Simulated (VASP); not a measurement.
Band gaps of Sb$_{2}$S$_{3}$ (relaxed from the A-La2O3 structure, space group P-3m1) from VASP (PAW), without and with spin-orbit coupling. Semilocal levels are at their own relaxed cell, hybrids and mBJ at PBE's; 0.00 means no gap at that level.  Unless said otherwise, spin-orbit coupling is left out, though it shifts the bands of the heavy elements here.

The cell of the PBEsol run:

```xyz
5
Lattice="3.8660 0.0000 0.0000 -1.9330 3.3481 0.0000 0.0000 0.0000 9.4500" Properties=species:S:1:pos:R:3 pbc="T T T"
Sb     0.0000     2.2321     1.7879
Sb     1.9330     1.1160     7.6621
S      0.0000     0.0000     0.0000
S      0.0000     2.2321     6.2233
S      1.9330     1.1160     3.2268
```

```tsv
level	gap without SOC (eV)	gap with SOC (eV)	shift (eV)
PBEsol	0.39	?	?
```

What belongs in the gaps?

- PBEsol, gap with SOC (eV): 0.33
- PBEsol, shift (eV): -0.06

Only levels that ran to the end are used. Left out are those held back, those with too coarse a band path, GW runs whose mesh misses a band edge, hybrids' fits of cells that aren't cubic and levels without matching references; a question may draw on a part of the rest.

The structure was generated: Sb2S3 was put into the A-La2O3 type (P-3m1), which need not be its known phase. It was relaxed first, which changed the volume by +13 %. Symmetry was kept, so distortions that lower it aren't found.
